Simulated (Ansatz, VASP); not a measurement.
# Two plane-wave programs on LaAgS2

```
Ag La S
1.0
     2.13004    1.22978    5.92924
    -2.13004    1.22978    5.92924
     0.00000   -2.45955    5.92924
Ag La S
1 1 2
Direct
  0.00000 0.00000 0.00000
  0.50000 0.50000 0.50000
  0.25180 0.25180 0.25180
  0.74820 0.74820 0.74820
```

Alike in both runs: task single point; functional r2SCAN; k mesh 6 × 6 × 6; occupations gaussian, width 0.5 eV; no spin polarisation.

|  | VASP | Ansatz |
| --- | --- | --- |
| version | VASP 6.6.1 | Ansatz 0.2.0 |
| potentials or method | VASP PAW PBE potentials, release 64 (Ag, La, S) | plane waves |
| plane-wave cutoff (eV) | 520 | 500 |
| valence electrons in the cell | 34 | 42 |

Ansatz gave:

```
pressure (GPa)                     : 0.0
rms of the force components (eV/Å) : 0.000
```

Task: Estimate VASP's values.

Result: Pressure (GPa): -0.2; rms of the force components (eV/Å): 0.004.

Atom by atom the forces differ by 0.004 eV/Å (rms over components). The two sets of potentials don't hold the same shells in valence.

Caveats: the PAW data sets were made with another functional, which shifts forces and pressure a little (VASP). A k mesh can miss the band edges.
